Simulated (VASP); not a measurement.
Data:

```
CELL_PARAMETERS angstrom
      4.03000     0.00000     0.00000
      0.00000     4.03000     0.00000
      0.00000     0.00000     4.03000
ATOMIC_POSITIONS crystal
  Y  0.00000 0.00000 0.00000
  Se 0.50000 0.50000 0.50000
```

Method: r2SCAN meta-GGA, VASP's PBE PAW potentials (set 64) (plane waves; VASP). Numerical set-up: 400 eV cut-off, 8×8×8 Γ-centred mesh, first-order Methfessel-Paxton smearing of 0.10 eV, potentials Y_sv Se.

Energy and stress use the plane-wave basis of the starting cell.

The ions, cell shape and volume are relaxed. Which structure does the run end with?

```
CELL_PARAMETERS angstrom
      3.54632     0.00000     0.00000
      0.00000     3.54632     0.00000
      0.00000     0.00000     3.54632
ATOMIC_POSITIONS crystal
  Y  0.00000 0.00000 0.00000
  Se 0.50000 0.50000 0.50000
```
Space group Pm-3m (221), at a tolerance of 0.03 Å.

How do energy and volume change from the first to the last step?

The energy (σ→0) changes by -641.2 meV/atom and the volume by -31.9 %, in 3 ionic steps.

```tsv
step	E(σ→0) (eV)	max force (eV/Å)	pressure (GPa)	volume (Å³)
1	-36.7138	0.000	-14.03	65.45
2	-37.9473	0.000	6.04	41.89
3	-37.9962	0.000	0.06	44.60
```

The structure was generated: YSe was put into the CsCl type type (Pm-3m), which need not be its known phase. This run relaxes it. Symmetry was kept, so distortions that lower it aren't found. The electron count is odd and the run is not spin-polarised, which forces a metal.
